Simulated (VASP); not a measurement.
These are PBEsol GGA, VASP's PBE PAW potentials (set 64) (plane waves; VASP) values and carry that method's errors.

VASP ran on this input.

KPOINTS:
```
kpoints
0
gamma
  5 3 1
0 0 0
```

**POSCAR**
```
NaI(110) slab
1.0
  4.5320214965   0.0000000000   0.0000000000
  0.0000000000   6.4092460892   0.0000000000
  0.0000000000   0.0000000000  23.9231915769
Na I
4 4
direct
  0.0000000000   0.0000000000   0.3704568639
  0.5000000000   0.5000000000   0.4437379446
  0.0000000000   0.0000000000   0.5562620554
  0.5000000000   0.5000000000   0.6295431361
  0.5000000000   0.0000000000   0.4568061230
  0.0000000000   0.5000000000   0.3543319652
  0.5000000000   0.0000000000   0.6456680348
  0.0000000000   0.5000000000   0.5431938770
```

INCAR:
```
DIPOL=0.5 0.5 0.5
NELM=100   ! most electronic steps
LASPH=.TRUE.   ! aspherical one-centre terms
LWAVE=.FALSE.
NELMIN=4
LCHARG=.FALSE.
GGA=PS   ! PBEsol
LORBIT=11
SYSTEM=NaI(110) slab
IDIPOL=3
ISMEAR=0
LMAXMIX=4
PREC=Normal
LREAL=.FALSE.   ! projection in real space or not
ENCUT=400   ! plane-wave cut-off (eV)
LVHAR=.TRUE.
EDIFF=1E-6   ! SCF stop (eV)
LDIPOL=.TRUE.
ALGO=Normal
SIGMA=0.05   ! width (eV)
```

POTCAR, in this order: Na_pv I (PBE.64 set). Program: vasp_std. Read from the step before: WAVECAR.

Unless said otherwise, spin-orbit coupling is left out, though it shifts the bands of the heavy elements here.

Problem. Predict the energy per atom (σ→0), band gap (on the k-mesh).

Solution. 
* **energy per atom (σ→0)**: -2.735 eV/atom
* **band gap (on the k-mesh)**: 3.28 eV

### OSZICAR
```
       N       E                     dE             d eps       ncg     rms          rms(c)
DAV:   1    -0.218800144074E+02   -0.21880E+02   -0.13467E-05   363   0.860E-03    0.203E-03
DAV:   2    -0.218800143817E+02    0.25742E-07   -0.28150E-07   322   0.274E-03    0.566E-04
DAV:   3    -0.218800143615E+02    0.20161E-07   -0.57625E-08   323   0.131E-03    0.475E-04
DAV:   4    -0.218800143598E+02    0.17053E-08   -0.37560E-08   271   0.105E-03
   1 F= -.21880014E+02 E0= -.21880014E+02  d E =-.172057E-12
```

The cell is a thin slab with vacuum, built from NaI (rock salt): (110) face.
